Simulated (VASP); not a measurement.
Runs of VASP 6.6.1 on Bi. Symmetry: R-3m, No. 166, trigonal system. The conventional cell has a = 4.535 Å, b = 4.535 Å, c = 11.814 Å, α = 90.00°, β = 90.00°, γ = 120.00°. Bi (site symmetry 3m) has 6 Bi at 3.06 to 3.52 Å as nearest neighbours. 

```csv
task,level,potentials or basis,cell,k mesh,cutoff (eV),gap on the mesh (eV),pressure (GPa),relaxed volume (Å³/atom)
relaxation of cell and atoms,LDA,"VASP PAW LDA potentials, release 64 (Bi_d)",relaxed,12 × 12 × 12,600,none,0.0,(a)
relaxation of cell and atoms,RPBE,"VASP PAW PBE potentials, release 64 (Bi_d)",relaxed,12 × 12 × 12,600,none,0.0,(c)
relaxation of cell and atoms,PBE,"VASP PAW PBE potentials, release 64 (Bi_d)",relaxed,12 × 12 × 12,600,none,0.0,36.82
relaxation of cell and atoms,PBEsol,"VASP PAW PBE potentials, release 64 (Bi_d)",relaxed,12 × 12 × 12,300,none,0.0,(b)
relaxation of cell and atoms,PBE+D3(BJ),"VASP PAW PBE potentials, release 64 (Bi_d)",relaxed,12 × 12 × 12,600,none,0.0,34.56
single point,PBEsol,"VASP PAW PBE potentials, release 64 (Bi_d)",as given,12 × 12 × 12,520,none,-0.3,-
relaxation of cell and atoms,PBEsol,"VASP PAW PBE potentials, release 64 (Bi)",relaxed,12 × 12 × 12,580,none,0.0,34.43
relaxation of cell and atoms,PBEsol,"VASP PAW PBE potentials, release 64 (Bi_d)",relaxed,6 × 6 × 6,600,none,0.0,34.71
```

Alike in all rows: no spin polarisation; smearing gaussian 0.1 eV.

Task: Estimate the missing entries.

Result: (a) 33.58; (b) 33.92; (c) 38.94.

Caveats: spin-orbit coupling is left out, which moves the levels of the heavy elements; the PAW data sets were made with another functional, which shifts forces and pressure a little (some runs); the volume moved by +11 % from the deposited cell, more than functionals usually miss (some runs); the cutoff is under 1.25 times the usual one of these potentials, so pressure, stress and relaxed cells hold a basis-set (Pulay) error (some runs); pairwise dispersion overbinds metals, which lowers pressure and volume (some runs).

A k mesh can miss the band edges, and the runs leave out spin-orbit coupling on Bi.

A gap of «none» marks a metal or a gap under the smearing width.

The runs don't all hold the same shells in valence.
